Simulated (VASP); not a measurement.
The input files of a VASP run:

**POSCAR**
```
Ni3Si
1
    3.5802000000     0.0000000000     0.0000000000
    0.0000000000     3.5802000000     0.0000000000
    0.0000000000     0.0000000000     3.5802000000
Si Ni
1 3
Direct
  0.0000000000   0.0000000000   0.0000000000
  0.0000000000   0.5000000000   0.5000000000
  0.5000000000   0.0000000000   0.5000000000
  0.5000000000   0.5000000000   0.0000000000
```

**KPOINTS**
```
K-points
0
G
 8 8 8
```

### INCAR
```
! general
SYSTEM    = Ni3Si
PREC      = Accurate
ENCUT     = 400
LREAL     = .FALSE.
LASPH     = .TRUE.

! electronic loop
EDIFF     = 1E-6
NELM      = 100
ALGO      = Normal
LMAXMIX   = 4

! smearing
ISMEAR    = 1
SIGMA     = 0.1

! functional
GGA       = PE

! DFT+U
LDAU      = .TRUE.
LDAUTYPE  = 2
LDAUL     = -1 2
LDAUU     = 0 4.0
LDAUJ     = 0 0
LDAUPRINT = 1

! ions
ISIF      = 2

! output
LWAVE     = .FALSE.
LCHARG    = .FALSE.
LORBIT    = 10
```

POTCAR, in this order: Si Ni (PBE.64 set). Program: vasp_std.

Task: Translate this PBE+U calculation to Ansatz.

Result: One equivalent input (not run):
Ansatz 0.2 input:
```yaml
crystal:
  lattice:
    - [3.5802000, 0.0000000, 0.0000000]
    - [0.0000000, 3.5802000, 0.0000000]
    - [0.0000000, 0.0000000, 3.5802000]
  atoms:
    - { symbol: Si, position: [0.0000000, 0.0000000, 0.0000000] }
    - { symbol: Ni, position: [0.0000000, 0.5000000, 0.5000000] }
    - { symbol: Ni, position: [0.5000000, 0.0000000, 0.5000000] }
    - { symbol: Ni, position: [0.5000000, 0.5000000, 0.0000000] }
kpoints:
  mp_grid: { grid: [8, 8, 8] }
hamiltonian:
  xc: pbe
  pseudopotentials: { kind: paw }
  hubbard:
    sites:
      - { species: Ni, l: d, u_eff: 4 }
scf:
  occupations: { method: methfessel_paxton, width: 0.1 }
  max_iter: 100
output: { forces: true, stress: true, eigenvalues: true }
```
The two are equivalent in intent, not identical: each code has its own PAW files, so the cut-off isn't converted (ENCUT is set for VASP's; basis.ecutwfc is left out, and Ansatz then takes the one that its files recommend); Ansatz stops its SCF on the density residual and VASP on the energy change (EDIFF); the +U projectors differ, so the same U acts differently.

The compound is Ni3Si in the L1_2 structure. The cell was not relaxed at this level. The run is one of a series of settings (LDAU = .TRUE., LDAUJ = 0 0, LDAUL = -1 2, LDAUTYPE = 2, LDAUU = 0 4.0 against the base run), some of them coarse on purpose.
